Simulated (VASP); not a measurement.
# BeMg$_{3}$Te$_{4}$ (ordered alloy cell): computed properties

Method: PBEsol GGA, VASP's PBE PAW potentials (set 64) (plane waves; VASP).

```yaml
space_group: Amm2 (38)
cell: a = 4.367 Å, b = 8.837 Å, c = 12.572 Å, α = 90.00°, β = 90.00°, γ = 90.00°
volume_per_atom: 30.32 Å³/atom
band gap (over mesh and band path): 2.07 eV
smallest direct gap (over mesh and band path): 2.07 eV
band_edge_character: direct, Γ to Γ
density: 4.05 g/cm³
```

```
CELL_PARAMETERS angstrom
     -0.03623     6.21214     6.28623
      6.21214    -0.03623     6.28623
      3.08795     3.08795     0.00000
ATOMIC_POSITIONS crystal
  Mg 0.99717 0.99717 0.00567
  Mg 0.99675 0.50313 0.00012
  Mg 0.50313 0.99675 0.00012
  Te 0.12575 0.12575 0.24850
  Te 0.15626 0.61467 0.22908
  Te 0.61467 0.15626 0.22908
  Te 0.60699 0.60699 0.28602
  Be 0.49929 0.49929 0.00142
```

Unless said otherwise, spin-orbit coupling is left out, though it shifts the bands of the heavy elements here.

The structure was generated: BeMg3Te4 was put into an ordered model structure (Amm2), which need not be its known phase. It was relaxed first. Symmetry was kept, so distortions that lower it aren't found.
